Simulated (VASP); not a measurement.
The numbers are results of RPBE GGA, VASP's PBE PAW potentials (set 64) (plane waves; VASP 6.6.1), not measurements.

VASP input:

### POSCAR
```
H2
1
   11.0000000000     0.0000000000     0.0000000000
    0.0000000000    11.5000000000     0.0000000000
    0.0000000000     0.0000000000    12.0000000000
H
2
Direct
  0.5000000000   0.5000000000   0.4691670000
  0.5000000000   0.5000000000   0.5308330000
```

### INCAR
```
# general
SYSTEM  =  H2
PREC    =  Normal
ENCUT   =  400
LREAL   =  .False.
LASPH   =  .True.

# electronic loop
EDIFF   =  1E-5
NELM    =  100
NELMIN  =  4
ALGO    =  Normal

# smearing
ISMEAR  =  0
SIGMA   =  0.01

# functional
GGA     =  RP

# ions
IBRION  =  2
NSW     =  50
ISIF    =  2
EDIFFG  =  -0.03

# output
LWAVE   =  .False.
LCHARG  =  .False.
```

### KPOINTS
```
Automatic mesh
0
Gamma
1 1 1
0 0 0
```

POTCAR, in this order: H (PBE.64 set). Program: vasp_gam.

Output

File OUTCAR:
```
 ion  position               nearest neighbor table
   1  0.500  0.500  0.469-   2 0.74
   2  0.500  0.500  0.531-   1 0.74
  LATTYP: Found a simple orthorhombic cell.
 ALAT       =    11.0000000000
 B/A-ratio  =     1.0454545455
 C/A-ratio  =     1.0909090909
 Subroutine PRICEL returns:
 Original cell was already a primitive cell.
 Subroutine GETGRP returns: Found  8 space group operations
The static configuration has the point symmetry D_2h.
The dynamic configuration has the point symmetry D_2h.
 Subroutine INISYM returns: Found  8 space group operations
 Subroutine IBZKPT returns following result:
 Found      1 irreducible k-points:

 Following reciprocal coordinates:
            Coordinates               Weight
  0.000000  0.000000  0.000000      1.000000
   k-points           NKPTS =      1   k-points in BZ     NKDIM =      1   number of bands    NBANDS=      5
   number of dos      NEDOS =    301   number of ions     NIONS =      2
   total plane-waves  NPLWV = 181440
   dimension x,y,z NGX =    54 NGY =   56 NGZ =   60
   dimension x,y,z NGXF=   108 NGYF=  112 NGZF=  120
   ions per type =               2
   PREC   = normal    normal or accurate (medium, high low for compatibility)
   ISTART =      0    job   : 0-new  1-cont  2-samecut
   ICHARG =      2    charge: 1-file 2-atom 10-const
   ISPIN  =      1    spin polarized calculation?
   LNONCOLLINEAR =      F non collinear calculations
   LSORBIT =      F    spin-orbit coupling
   INIWAV =      1    electr: 0-lowe 1-rand  2-diag
   ENCUT  =  400.0 eV  29.40 Ry    5.42 a.u.  17.94 18.75 19.57*2*pi/ulx,y,z
   NELM   =    100;   NELMIN=  4; NELMDL= -5     # of ELM steps
   EDIFF  = 0.1E-04   stopping-criterion for ELM
   LREAL  =      F    real-space projection
   NLSPLINE    = F    spline interpolate recip. space projectors
   LMAXMIX     =    2 max onsite mixed and CHGCAR
   VOSKOWN=      0    Vosko Wilk Nusair interpolation
   EDIFFG = -.3E-01   stopping-criterion for IOM
   NSW    =     50    number of steps for IOM
   NBLOCK =      1;   KBLOCK =     50    inner block; outer block
   IBRION =      2    ionic relax: 0-MD 1-quasi-New 2-CG
   NFREE  =      1    steps in history (QN), initial steepest desc. (CG)
   ISIF   =      2    stress and relaxation
   ISYM   =      2    0-nonsym 1-usesym 2-fastsym
   TEIN   =    0.0    initial temperature
   TEBEG  =    0.0;   TEEND  =   0.0 temperature during run
   SMASS  =  -3.00    Nose mass-parameter (am)
   PSTRESS=    0.0 pullay stress
   NELECT =       2.0000    total number of electrons
   EFERMI =   0.00;   METHOD = LEGACY
   ISMEAR =     0;   SIGMA  =   0.01  broadening in eV -4-tet -1-fermi 0-gaus
   IALGO  =     38    algorithm
   LDIAG  =      T    sub-space diagonalisation (order eigenvalues)
   IMIX   =      4    mixing-type and parameters
     AMIX     =   0.40;   BMIX     =  1.00
     AMIX_MAG =   1.60;   BMIX_MAG =  1.00
     AMIN     =   0.10
   GGA     = RP    functional components
   VOSKOWN =     0    Vosko Wilk Nusair interpolation
   LHFCALC =     F    Hartree Fock is set to
   LHFONE  =     F    Hartree Fock one center treatment
   AEXX    =    0.0000 exact exchange contribution
   IVDW    =     0    specifies the selected vdW correction
   LEPSILON=     F    determine dielectric tensor
   LRPA    =     F    only Hartree local field effects (RPA)
  energy-cutoff  :      400.00
  volume of cell :     1518.00
      direct lattice vectors                 reciprocal lattice vectors
    11.000000000  0.000000000  0.000000000     0.090909091  0.000000000  0.000000000
     0.000000000 11.500000000  0.000000000     0.000000000  0.086956522  0.000000000
     0.000000000  0.000000000 12.000000000     0.000000000  0.000000000  0.083333333
 k-point     1 :   0.0000 0.0000 0.0000  plane waves:   13783
 maximum number of plane-waves:     13783
```

OSZICAR:
```
       N       E                     dE             d eps       ncg     rms          rms(c)
DAV:   1    -0.356894939851E+01   -0.35689E+01   -0.51688E+02    15   0.167E+02
DAV:   2    -0.759687261399E+01   -0.40279E+01   -0.40279E+01    10   0.386E+01
DAV:   3    -0.769643079033E+01   -0.99558E-01   -0.99558E-01    20   0.703E+00
DAV:   4    -0.769644324417E+01   -0.12454E-04   -0.12454E-04    15   0.842E-02
DAV:   5    -0.769644324599E+01   -0.18187E-08   -0.18176E-08    10   0.125E-03    0.460E+00
DAV:   6    -0.723635207630E+01    0.46009E+00   -0.21622E-01    10   0.212E+00    0.254E+00
DAV:   7    -0.697084303432E+01    0.26551E+00   -0.62539E-01    10   0.357E+00    0.323E-01
DAV:   8    -0.697875684584E+01   -0.79138E-02   -0.16157E-02    10   0.557E-01    0.290E-01
DAV:   9    -0.697221035897E+01    0.65465E-02   -0.77562E-03    10   0.406E-01    0.542E-02
DAV:  10    -0.697482848208E+01   -0.26181E-02   -0.17485E-03    10   0.212E-01    0.444E-02
DAV:  11    -0.697497254319E+01   -0.14406E-03   -0.19518E-05    10   0.308E-02    0.271E-02
DAV:  12    -0.697685315053E+01   -0.18806E-02   -0.60376E-04    10   0.113E-01    0.834E-03
DAV:  13    -0.697706994184E+01   -0.21679E-03   -0.13904E-05    20   0.184E-02    0.453E-03
DAV:  14    -0.697725418168E+01   -0.18424E-03   -0.20183E-05    10   0.216E-02    0.128E-03
DAV:  15    -0.697731714994E+01   -0.62968E-04   -0.21694E-06    15   0.719E-03    0.117E-03
DAV:  16    -0.697732564910E+01   -0.84992E-05   -0.11644E-07    15   0.204E-03
   1 F= -.69773256E+01 E0= -.69773256E+01  d E =-.697733E+01
       N       E                     dE             d eps       ncg     rms          rms(c)
DAV:   1    -0.697401560950E+01    0.33015E-02   -0.18436E-01    10   0.324E+00    0.210E-01
DAV:   2    -0.697335549999E+01    0.66011E-03   -0.91757E-04    15   0.200E-01    0.115E-01
DAV:   3    -0.697317477325E+01    0.18073E-03   -0.79445E-04    15   0.121E-01    0.843E-03
DAV:   4    -0.697318933461E+01   -0.14561E-04   -0.34074E-06    10   0.967E-03    0.386E-03
DAV:   5    -0.697319750059E+01   -0.81660E-05   -0.16923E-06    20   0.895E-03
   2 F= -.69731975E+01 E0= -.69731975E+01  d E =0.412815E-02
       N       E                     dE             d eps       ncg     rms          rms(c)
DAV:   1    -0.697865654798E+01   -0.54672E-02   -0.91033E-02    10   0.226E+00    0.146E-01
DAV:   2    -0.697833917064E+01    0.31738E-03   -0.43396E-04    20   0.144E-01    0.819E-02
DAV:   3    -0.697824307134E+01    0.96099E-04   -0.43187E-04    20   0.892E-02    0.656E-03
DAV:   4    -0.697824846939E+01   -0.53980E-05   -0.23090E-06    20   0.706E-03
   3 F= -.69782485E+01 E0= -.69782485E+01  d E =-.922820E-03
```

### OUTCAR
```
------------------------ aborting loop because EDIFF is reached ----------------------------------------
  FORCE on cell =-STRESS in cart. coord.  units (eV):
  Direction    XX          YY          ZZ          XY          YZ          ZX
  --------------------------------------------------------------------------------------
  Total       -0.1226929     -0.1206099     -0.1542373      0.0000000      0.0000000      0.0000000
  in kB       -0.1294965     -0.1272980     -0.1627902      0.0000000      0.0000000      0.0000000
  external PRESSURE =      -0.1398616 kB  Pullay stress =       0.0000000 kB
  volume of cell :     1518.00
      direct lattice vectors                 reciprocal lattice vectors
    11.000000000  0.000000000  0.000000000     0.090909091  0.000000000  0.000000000
     0.000000000 11.500000000  0.000000000     0.000000000  0.086956522  0.000000000
     0.000000000  0.000000000 12.000000000     0.000000000  0.000000000  0.083333333
 POSITION                                       TOTAL-FORCE (eV/Angst)
 -----------------------------------------------------------------------------------
      5.50000      5.75000      5.62637         0.000000      0.000000     -0.000193
      5.50000      5.75000      6.37363         0.000000      0.000000      0.000193
 -----------------------------------------------------------------------------------
    total drift:                                0.000000      0.000000      0.000000
  FREE ENERGIE OF THE ION-ELECTRON SYSTEM (eV)
  ---------------------------------------------------
  free  energy   TOTEN  =        -6.9782484694 eV

  energy  without entropy=       -6.9782484694  energy(sigma->0) =       -6.97824847

 reached required accuracy - stopping structural energy minimisation
```
(Selected blocks of OUTCAR.)

**CONTCAR**
```
H2
   1.00000000000000
    11.0000000000000000    0.0000000000000000    0.0000000000000000
     0.0000000000000000   11.5000000000000000    0.0000000000000000
     0.0000000000000000    0.0000000000000000   12.0000000000000000
  H
     2
Direct
     0.5000000000000000    0.5000000000000000    0.4688639923619323
     0.5000000000000000    0.5000000000000000    0.5311360076380677
```

The cell is a molecule in a box.
